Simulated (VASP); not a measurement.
An input for Ansatz (written as the equivalent of a VASP run, and not itself run):

Ansatz 0.2 input:
```yaml
crystal:
  lattice:
    - [0.0000000, 2.9516166, 2.9516166]
    - [2.9516166, 0.0000000, 2.9516166]
    - [2.9516166, 2.9516166, 0.0000000]
  atoms:
    - { symbol: In, position: [0.0000000, 0.0000000, 0.0000000] }
    - { symbol: P, position: [0.2500000, 0.2500000, 0.2500000] }
kpoints:
  mp_grid: { grid: [8, 8, 8] }
hamiltonian:
  xc: r2scan
  pseudopotentials: { kind: paw }
scf:
  occupations: { method: gaussian, width: 0.05 }
  max_iter: 100
output: { forces: true, stress: true, eigenvalues: true }
```

**Question.** Translate this input to VASP (INCAR, KPOINTS, POSCAR, choice of POTCAR).

**Answer.** One answer among several that fit: 
### POSCAR
```
InP
1
    0.0000000000     2.9516165908     2.9516165908
    2.9516165908     0.0000000000     2.9516165908
    2.9516165908     2.9516165908     0.0000000000
In P
1 1
Direct
  0.0000000000   0.0000000000   0.0000000000
  0.2500000000   0.2500000000   0.2500000000
```

### INCAR
```
ALGO  =  Normal
EDIFF  =  1E-7
ENCUT  =  520
ISIF  =  2
ISMEAR  =  0
LASPH  =  .True.
LCHARG  =  .False.
LMAXMIX  =  4
LMIXTAU  =  .True.
LREAL  =  .False.
LWAVE  =  .False.
METAGGA  =  R2SCAN
NELM  =  100
PREC  =  Accurate
SIGMA  =  0.05
SYSTEM  =  InP
```

### KPOINTS
```
Automatic mesh
0
Gamma
8 8 8
0 0 0
```

POTCAR, in this order: In_d P (PBE.64 set). Program: vasp_std.

What does not carry over: each code has its own PAW files, so the cut-off isn't converted (ENCUT is set for VASP's; basis.ecutwfc is left out, and Ansatz then takes the one that its files recommend); Ansatz stops its SCF on the density residual and VASP on the energy change (EDIFF).

The compound is InP in the zinc blende structure. It was relaxed first.
